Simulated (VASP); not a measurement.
A convergence study with VASP on Al (fcc): a few settings are varied, all else stays as given below, so the limit is that of these other settings. The cell's lengths are 1 % over those of the tabulated start, so it is off equilibrium.

```xyz
1
Lattice="0.0000 2.0452 2.0452 2.0452 0.0000 2.0452 2.0452 2.0452 0.0000" Properties=species:S:1:pos:R:3 pbc="T T T"
Al     0.0000     0.0000     0.0000
```

Calculation: LDA (Ceperley-Alder, Perdew-Zunger), VASP's LDA PAW potentials (set 64) (plane waves; VASP). The last row used: 900 eV cut-off, 13×13×13 Γ-centred mesh, first-order Methfessel-Paxton smearing of 0.10 eV, potentials Al_sv_GW.

Energies of different potentials or hybrids have different zeros.

```json
[
 {"setting": "ENCUT = 300, POTCAR Al", "E (eV/atom)": "-4.1611", "pressure (GPa)": "-5.65", "plane waves": "208"},
 {"setting": "ENCUT = 400, POTCAR Al", "E (eV/atom)": "-4.1636", "pressure (GPa)": "-5.60", "plane waves": "331"},
 {"setting": "ENCUT = 520, POTCAR Al", "E (eV/atom)": "-4.1638", "pressure (GPa)": "-5.59", "plane waves": "477"},
 {"setting": "ENCUT = 700, POTCAR Al", "E (eV/atom)": "-4.1639", "pressure (GPa)": "-5.59", "plane waves": "736"},
 {"setting": "ENCUT = 900, POTCAR Al", "E (eV/atom)": "-4.1639", "pressure (GPa)": "-5.59", "plane waves": "1067"},
 {"setting": "ENCUT = 300, POTCAR Al_GW", "E (eV/atom)": "-4.1680", "pressure (GPa)": "-5.76", "plane waves": "208"},
 {"setting": "ENCUT = 400, POTCAR Al_GW", "E (eV/atom)": "-4.1690", "pressure (GPa)": "-5.71", "plane waves": "331"},
 {"setting": "ENCUT = 520, POTCAR Al_GW", "E (eV/atom)": "-4.1690", "pressure (GPa)": "-5.72", "plane waves": "477"},
 {"setting": "ENCUT = 700, POTCAR Al_GW", "E (eV/atom)": "-4.1692", "pressure (GPa)": "-5.71", "plane waves": "736"},
 {"setting": "ENCUT = 900, POTCAR Al_GW", "E (eV/atom)": "-4.1692", "pressure (GPa)": "-5.71", "plane waves": "1067"},
 {"setting": "ENCUT = 300, POTCAR Al_sv_GW", "E (eV/atom)": "-2.5568", "pressure (GPa)": "-221.31", "plane waves": "208"},
 {"setting": "ENCUT = 400, POTCAR Al_sv_GW", "E (eV/atom)": "-4.1205", "pressure (GPa)": "-20.12", "plane waves": "331"},
 {"setting": "ENCUT = 520, POTCAR Al_sv_GW", "E (eV/atom)": "?", "pressure (GPa)": "?", "plane waves": "477"},
 {"setting": "ENCUT = 700, POTCAR Al_sv_GW", "E (eV/atom)": "-4.1619", "pressure (GPa)": "-6.39", "plane waves": "736"},
 {"setting": "ENCUT = 900, POTCAR Al_sv_GW", "E (eV/atom)": "?", "pressure (GPa)": "?", "plane waves": "1067"}
]
```

### Question
Fill in the missing entries.

### Answer

- ENCUT = 900, POTCAR Al_sv_GW, E (eV/atom): -4.1641
- ENCUT = 900, POTCAR Al_sv_GW, pressure (GPa): -5.66
- ENCUT = 520, POTCAR Al_sv_GW, E (eV/atom): -4.1605
- ENCUT = 520, POTCAR Al_sv_GW, pressure (GPa): -5.78

Left out are rungs that failed or repeat a setting and relaxations that didn't move; long series are thinned to 24 rows.

The compound is Al in the fcc structure. The cell was not relaxed at this level.
